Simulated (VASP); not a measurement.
Level of theory: PBE GGA, VASP's PBE PAW potentials (set 64) (plane waves; VASP 6.6.1).

VASP input:

### POSCAR
```
CuZn
1
    2.9500000000     0.0000000000     0.0000000000
    0.0000000000     2.9500000000     0.0000000000
    0.0000000000     0.0000000000     2.9500000000
Zn Cu
1 1
Direct
  0.5000000000   0.5000000000   0.5000000000
  0.0000000000   0.0000000000   0.0000000000
```

### INCAR
```
SYSTEM = CuZn
PREC = Accurate; ENCUT = 300; LREAL = .False.
LASPH = .True.
EDIFF = 1E-6; NELM = 100; ALGO = Normal
LMAXMIX = 4
ISMEAR = 1; SIGMA = 0.05
GGA = PE
ISIF = 2
LWAVE = .False.; LCHARG = .False.
```

KPOINTS:
```
Automatic mesh
0
Gamma
11 11 11
0.5 0.5 0.5
```

POTCAR, in this order: Zn Cu (PBE.64 set). Program: vasp_std.

### Question
Estimate the energy per atom (σ→0), band gap (on the k-mesh).

### Answer

```
Item                                                         Value
------------------------  ----------------------------------------
energy per atom (σ→0)                               -2.504 eV/atom
band gap (on the k-mesh)  none (metal, semimetal or under 0.01 eV)
```

### OSZICAR
```
...
DAV:   7    -0.501543955766E+01    0.92765E+00   -0.38246E+00  1776   0.987E+01    0.222E+00
DAV:   8    -0.501866546486E+01   -0.32259E-02   -0.19272E-01  2272   0.590E+00    0.127E+00
DAV:   9    -0.500890521209E+01    0.97603E-02   -0.22561E-02  1967   0.372E+00    0.470E-02
DAV:  10    -0.500891904331E+01   -0.13831E-04   -0.51606E-04  2384   0.368E-01    0.256E-02
DAV:  11    -0.500892031817E+01   -0.12749E-05   -0.17658E-05  2365   0.102E-01    0.119E-02
DAV:  12    -0.500891907814E+01    0.12400E-05   -0.11016E-06  1288   0.347E-02    0.205E-03
DAV:  13    -0.500891908396E+01   -0.58189E-08   -0.41116E-07  1064   0.163E-02
   1 F= -.50089191E+01 E0= -.50088956E+01  d E =-.705520E-04
```

The structure is a typed CuZn crystal. The cell was not relaxed at this level. The run is one of a series of settings (SIGMA = 0.05 against the base run), some of them coarse on purpose. The electron count is odd and the run is not spin-polarised, which forces a metal.
